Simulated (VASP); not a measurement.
A VASP calculation is set up with these files.

File KPOINTS:
```
Automatic mesh
0
Gamma
 9 9 9
0 0 0
```

POSCAR:
```
AuAl2
1.0
  0.0000000000   2.9792438141   2.9792438141
  2.9792438141   0.0000000000   2.9792438141
  2.9792438141   2.9792438141   0.0000000000
Al Au
2 1
direct
  0.2500000000   0.2500000000   0.2500000000
  0.7500000000   0.7500000000   0.7500000000
  0.0000000000   0.0000000000   0.0000000000
```

### INCAR
```
SYSTEM = AuAl2
PREC = Accurate; ENCUT = 500; LREAL = F
LASPH = T
EDIFF = 1E-6; NELM = 100; ALGO = Normal
LMAXMIX = 6
ISMEAR = 1; SIGMA = 0.1
IBRION = 2; NSW = 40; ISIF = 3
EDIFFG = -0.02
LWAVE = F; LCHARG = F
```

POTCAR, in this order: Al Au (LDA.64 set). Program: vasp_std.

Q: Translate this LDA calculation to Quantum ESPRESSO's pw.x.

A: One equivalent input (not run):
```
&CONTROL
  calculation = 'vc-relax'
  pseudo_dir = './pseudo'
  outdir = './out'
  tprnfor = .true.
  tstress = .true.
  nstep = 40
  forc_conv_thr = 0.00078
/
&SYSTEM
  ibrav = 0
  nat = 3
  ntyp = 2
  ecutwfc = 76
  occupations = 'smearing'
  smearing = 'methfessel-paxton'
  degauss = 0.00735
  input_dft = 'pz'
/
&ELECTRONS
  conv_thr = 7.3e-08
  electron_maxstep = 100
/
&IONS
/
&CELL
/
ATOMIC_SPECIES
  Al 26.982 Al.upf
  Au 196.967 Au.upf
CELL_PARAMETERS angstrom
     0.0000000    2.9792438    2.9792438
     2.9792438    0.0000000    2.9792438
     2.9792438    2.9792438    0.0000000
ATOMIC_POSITIONS crystal
  Al   0.2500000  0.2500000  0.2500000
  Al   0.7500000  0.7500000  0.7500000
  Au   0.0000000  0.0000000  0.0000000
K_POINTS automatic
  9 9 9 0 0 0
```
Limits of the translation: the potentials are each code's own (VASP's PAW set, PseudoDojo norm-conserving files in pw.x), so ENCUT and ecutwfc are chosen apart and not converted; conv_thr bounds pw.x's estimated SCF error, while EDIFF bounds the energy change between steps; forc_conv_thr acts on force components and is met together with etot_conv_thr.

The compound is AuAl2 in the fluorite structure. It was relaxed first.
